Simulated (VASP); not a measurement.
Method: PBE GGA, VASP's PBE PAW potentials (set 64) (plane waves; VASP).

Input for VASP

INCAR:
```
SYSTEM=Mo32Te64
PREC=Normal; ENCUT=400; LREAL=Auto
LASPH=.TRUE.; SYMPREC=1E-4
EDIFF=1E-6; NELM=100; NELMIN=4
ALGO=Fast; LMAXMIX=4
ISMEAR=0; SIGMA=0.05
GGA=PE
LWAVE=.FALSE.; LCHARG=.FALSE.; LORBIT=11
LVHAR=.TRUE.
```

**KPOINTS**
```
Automatic
0
gamma
  1 1 1
```

File POSCAR:
```
Mo32Te64
1.0
 14.2016943668   0.0000000000   0.0000000000
 -7.1008471836  12.2990261992   0.0000000000
  0.0000000000   0.0000000000  15.2654376355
Te Mo
64 32
Cart
 -0.0000071009   2.0498417995   9.6437538459
  1.7752188967   1.0249147503   5.6216837896
  1.7752188967   1.0249147503   2.0110350282
 -0.0000071009   2.0498417995  13.2544026073
 -1.7752188968   5.1245983493   9.6437538459
  0.0000071008   4.0996713001   5.6216837896
  0.0000071008   4.0996713001   2.0110350282
 -1.7752188968   5.1245983493  13.2544026073
 -3.5504306927   8.1993548991   9.6437538459
 -1.7752046951   7.1744278499   5.6216837896
 -1.7752046951   7.1744278499   2.0110350282
 -3.5504306927   8.1993548991  13.2544026073
 -5.3256424886  11.2741114489   9.6437538459
 -3.5504164910  10.2491843997   5.6216837896
 -3.5504164910  10.2491843997   2.0110350282
 -5.3256424886  11.2741114489  13.2544026073
  3.5504164908   2.0498417995   9.6437538459
  5.3256424884   1.0249147503   5.6216837896
  5.3256424884   1.0249147503   2.0110350282
  3.5504164908   2.0498417995  13.2544026073
  1.7752046949   5.1245983493   9.6437538459
  3.5504306925   4.0996713001   5.6216837896
  3.5504306925   4.0996713001   2.0110350282
  1.7752046949   5.1245983493  13.2544026073
 -0.0000071010   8.1993548991   9.6437538459
  1.7752188966   7.1744278499   5.6216837896
  1.7752188966   7.1744278499   2.0110350282
 -0.0000071010   8.1993548991  13.2544026073
 -1.7752188969  11.2741114489   9.6437538459
  0.0000071007  10.2491843997   5.6216837896
  0.0000071007  10.2491843997   2.0110350282
 -1.7752188969  11.2741114489  13.2544026073
  7.1008400825   2.0498417995   9.6437538459
  8.8760660801   1.0249147503   5.6216837896
  8.8760660801   1.0249147503   2.0110350282
  7.1008400825   2.0498417995  13.2544026073
  5.3256282866   5.1245983493   9.6437538459
  7.1008542842   4.0996713001   5.6216837896
  7.1008542842   4.0996713001   2.0110350282
  5.3256282866   5.1245983493  13.2544026073
  3.5504164907   8.1993548991   9.6437538459
  5.3256424883   7.1744278499   5.6216837896
  5.3256424883   7.1744278499   2.0110350282
  3.5504164907   8.1993548991  13.2544026073
  1.7752046948  11.2741114489   9.6437538459
  3.5504306924  10.2491843997   5.6216837896
  3.5504306924  10.2491843997   2.0110350282
  1.7752046948  11.2741114489  13.2544026073
 10.6512636742   2.0498417995   9.6437538459
 12.4264896718   1.0249147503   5.6216837896
 12.4264896718   1.0249147503   2.0110350282
 10.6512636742   2.0498417995  13.2544026073
  8.8760518783   5.1245983493   9.6437538459
 10.6512778759   4.0996713001   5.6216837896
 10.6512778759   4.0996713001   2.0110350282
  8.8760518783   5.1245983493  13.2544026073
  7.1008400824   8.1993548991   9.6437538459
  8.8760660800   7.1744278499   5.6216837896
  8.8760660800   7.1744278499   2.0110350282
  7.1008400824   8.1993548991  13.2544026073
  5.3256282865  11.2741114489   9.6437538459
  7.1008542841  10.2491843997   5.6216837896
  7.1008542841  10.2491843997   2.0110350282
  5.3256282865  11.2741114489  13.2544026073
 -0.0000071009   2.0498417995   3.8163594089
  1.7752188967   1.0249147503  11.4490782266
 -1.7752188968   5.1245983493   3.8163594089
  0.0000071008   4.0996713001  11.4490782266
 -3.5504306927   8.1993548991   3.8163594089
 -1.7752046951   7.1744278499  11.4490782266
 -5.3256424886  11.2741114489   3.8163594089
 -3.5504164910  10.2491843997  11.4490782266
  3.5504164908   2.0498417995   3.8163594089
  5.3256424884   1.0249147503  11.4490782266
  1.7752046949   5.1245983493   3.8163594089
  3.5504306925   4.0996713001  11.4490782266
 -0.0000071010   8.1993548991   3.8163594089
  1.7752188966   7.1744278499  11.4490782266
 -1.7752188969  11.2741114489   3.8163594089
  0.0000071007  10.2491843997  11.4490782266
  7.1008400825   2.0498417995   3.8163594089
  8.8760660801   1.0249147503  11.4490782266
  5.3256282866   5.1245983493   3.8163594089
  7.1008542842   4.0996713001  11.4490782266
  3.5504164907   8.1993548991   3.8163594089
  5.3256424883   7.1744278499  11.4490782266
  1.7752046948  11.2741114489   3.8163594089
  3.5504306924  10.2491843997  11.4490782266
 10.6512636742   2.0498417995   3.8163594089
 12.4264896718   1.0249147503  11.4490782266
  8.8760518783   5.1245983493   3.8163594089
 10.6512778759   4.0996713001  11.4490782266
  7.1008400824   8.1993548991   3.8163594089
  8.8760660800   7.1744278499  11.4490782266
  5.3256282865  11.2741114489   3.8163594089
  7.1008542841  10.2491843997  11.4490782266
```

POTCAR, in this order: Te Mo (PBE.64 set). Program: vasp_gam. Read from the step before: WAVECAR.

The supercell is sampled at Γ alone, which is coarse: total energies, pressure and levels can be off, energies of defects by several tenths of an eV.

### Question
Predict the energy per atom (σ→0).

### Answer

```
Property                        Value
---------------------  --------------
energy per atom (σ→0)  -6.030 eV/atom
```

OSZICAR:
```
       N       E                     dE             d eps       ncg     rms          rms(c)
DAV:   1    -0.578857110740E+03   -0.57886E+03   -0.33808E-04   888   0.208E-02    0.539E-02
RMM:   2    -0.578857088872E+03    0.21867E-04   -0.75256E-04   806   0.206E-02    0.303E-02
RMM:   3    -0.578857067023E+03    0.21850E-04   -0.65479E-05   782   0.116E-02    0.125E-02
RMM:   4    -0.578857067642E+03   -0.61941E-06   -0.27203E-05   769   0.426E-03    0.119E-02
RMM:   5    -0.578857067904E+03   -0.26202E-06   -0.20303E-06   563   0.165E-03
   1 F= -.57885707E+03 E0= -.57885707E+03  d E =-.565271E-15
```

The cell is a supercell, built from a database entry that may be metastable or hypothetical.
